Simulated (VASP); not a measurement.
All values below come from PBE GGA, VASP's PBE PAW potentials (set 64) (plane waves; VASP).

A VASP calculation is set up with these files.

**INCAR**
```
LCHARG=.FALSE.
MAGMOM=1.1 -1.1
PREC=Accurate
NELM=100
LASPH=.TRUE.   ! aspherical one-centre terms
LMAXMIX=4
SYSTEM=Cr
SIGMA=0.1
LWAVE=.FALSE.
EDIFF=1E-7   ! SCF stop (eV)
ISMEAR=1   ! Methfessel-Paxton
LORBIT=10
GGA=PE
ISIF=2
ALGO=Normal
ISPIN=2   ! spin-polarised
ENCUT=520   ! plane-wave cut-off (eV)
LREAL=.FALSE.   ! projection in real space or not
```

File KPOINTS:
```
kpoints
0
Gamma
13 13 13
```

File POSCAR:
```
Cr
1
    2.8064375026     0.0000000000     0.0000000000
    0.0000000000     2.8064375026     0.0000000000
    0.0000000000     0.0000000000     2.8064375026
Cr
2
Direct
  0.0000000000   0.0000000000   0.0000000000
  0.5000000000   0.5000000000   0.5000000000
```

POTCAR, in this order: Cr_pv (PBE.64 set). Program: vasp_std.

The resulting files:

### OSZICAR
```
       N       E                     dE             d eps       ncg     rms          rms(c)
DAV:   1     0.231052889406E+03    0.23105E+03   -0.14353E+04  5376   0.187E+03
DAV:   2    -0.139891339424E+02   -0.24504E+03   -0.24343E+03  5720   0.505E+02
DAV:   3    -0.219255172824E+02   -0.79364E+01   -0.78701E+01  6864   0.104E+02
DAV:   4    -0.220356053693E+02   -0.11009E+00   -0.11007E+00  6472   0.122E+01
DAV:   5    -0.220382971659E+02   -0.26918E-02   -0.26918E-02  7336   0.153E+00    0.196E+01
DAV:   6    -0.190228391153E+02    0.30155E+01   -0.16960E+01  5680   0.510E+01    0.404E+00
DAV:   7    -0.190151694276E+02    0.76697E-02   -0.24240E-01  5920   0.670E+00    0.267E+00
DAV:   8    -0.190087366386E+02    0.64328E-02   -0.15288E-02  7568   0.171E+00    0.112E+00
DAV:   9    -0.189994158512E+02    0.93208E-02   -0.89335E-03  6448   0.120E+00    0.243E-01
DAV:  10    -0.189998806675E+02   -0.46482E-03   -0.14277E-03  6688   0.526E-01    0.989E-02
DAV:  11    -0.189999852398E+02   -0.10457E-03   -0.10382E-03  7016   0.201E-01    0.849E-02
DAV:  12    -0.190001110158E+02   -0.12578E-03   -0.17687E-03  6776   0.294E-01    0.605E-02
DAV:  13    -0.190002283755E+02   -0.11736E-03   -0.20816E-03  6864   0.334E-01    0.464E-02
DAV:  14    -0.190003126426E+02   -0.84267E-04   -0.20165E-03  6728   0.294E-01    0.279E-02
DAV:  15    -0.190003450001E+02   -0.32358E-04   -0.36483E-03  6752   0.407E-01    0.414E-03
DAV:  16    -0.190003505014E+02   -0.55013E-05   -0.69110E-05  5480   0.114E-01    0.877E-03
DAV:  17    -0.190003504344E+02    0.66983E-07   -0.10272E-06  8144   0.123E-02    0.611E-03
DAV:  18    -0.190003491065E+02    0.13279E-05   -0.10306E-05  6992   0.276E-02    0.375E-03
DAV:  19    -0.190003488551E+02    0.25148E-06   -0.19825E-06  6240   0.108E-02    0.343E-03
DAV:  20    -0.190003486721E+02    0.18294E-06   -0.18049E-06  6080   0.104E-02    0.794E-04
DAV:  21    -0.190003486746E+02   -0.24984E-08   -0.18662E-07  3344   0.363E-03
   1 F= -.19000349E+02 E0= -.19000555E+02  d E =0.617924E-03  mag=    -0.0000
```

**OUTCAR**
```
------------------------ aborting loop because EDIFF is reached ----------------------------------------
  FORCE on cell =-STRESS in cart. coord.  units (eV):
  Direction    XX          YY          ZZ          XY          YZ          ZX
  --------------------------------------------------------------------------------------
  Total        1.9878958      1.9878958      1.9878958      0.0000000      0.0000000      0.0000000
  in kB      144.0914045    144.0914045    144.0914045      0.0000000      0.0000000      0.0000000
  external PRESSURE =     144.0914045 kB  Pullay stress =       0.0000000 kB
  volume of cell :       22.10
      direct lattice vectors                 reciprocal lattice vectors
     2.806437503  0.000000000  0.000000000     0.356323631  0.000000000  0.000000000
     0.000000000  2.806437503  0.000000000     0.000000000  0.356323631  0.000000000
     0.000000000  0.000000000  2.806437503     0.000000000  0.000000000  0.356323631
 POSITION                                       TOTAL-FORCE (eV/Angst)
 -----------------------------------------------------------------------------------
      0.00000      0.00000      0.00000         0.000000      0.000000      0.000000
      1.40322      1.40322      1.40322        -0.000000     -0.000000     -0.000000
 -----------------------------------------------------------------------------------
    total drift:                                0.000000      0.000000     -0.000000
  FREE ENERGIE OF THE ION-ELECTRON SYSTEM (eV)
  ---------------------------------------------------
  free  energy   TOTEN  =       -19.0003486746 eV

  energy  without entropy=      -19.0009665988  energy(sigma->0) =      -19.00055465

 total charge

# of ion       s       p       d       tot
------------------------------------------
    1        0.458   6.436   4.266  11.160
    2        0.458   6.436   4.266  11.160
--------------------------------------------------
tot          0.915  12.872   8.533  22.320

 magnetization (x)

# of ion       s       p       d       tot
------------------------------------------
    1        0.009   0.004   0.697   0.710
    2       -0.009  -0.004  -0.697  -0.710
--------------------------------------------------
tot          0.000   0.000   0.000   0.000
```
(Selected blocks of OUTCAR.)

The compound is Cr in the bcc, AFM order structure. This cell is one point of a volume scan, at 0.94 of the reference volume.
